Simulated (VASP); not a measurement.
```xyz
3
Lattice="1.8650 -3.2303 0.0000 1.8650 3.2303 0.0000 0.0000 0.0000 5.0800" Properties=species:S:1:pos:R:3 pbc="T T T"
Pt     0.0000     0.0000     0.0000
Se     1.8650     1.0768     1.2954
Se     1.8650    -1.0768     3.7846
```

These are PBE GGA, VASP's PBE PAW potentials (set 64) (plane waves; VASP) values and carry that method's errors. Numerical set-up: 400 eV cut-off, 5×5×4 Γ-centred mesh, Gaussian smearing of 0.050 eV, potentials Pt Se.

Problem. Which forces act on the atoms, in eV/Å?

Solution. 
```
atom     Fx     Fy      Fz
----  -----  -----  ------
Pt1   0.000  0.000   0.000
Se2   0.000  0.000   0.097
Se3   0.000  0.000  -0.097
```

Problem. Give the stress tensor in GPa (positive for a compressed cell).

Solution. 
```
5.46  0.00  0.00
0.00  5.46  0.00
0.00  0.00  3.21
```
The pressure is its mean diagonal, 4.71 GPa.

The compound is PtSe2 in the 1T layered structure. The cell was not relaxed at this level. The k-mesh is coarse (spacing up to 0.39 per Å, 2π included), so the numbers may not be converged in it.
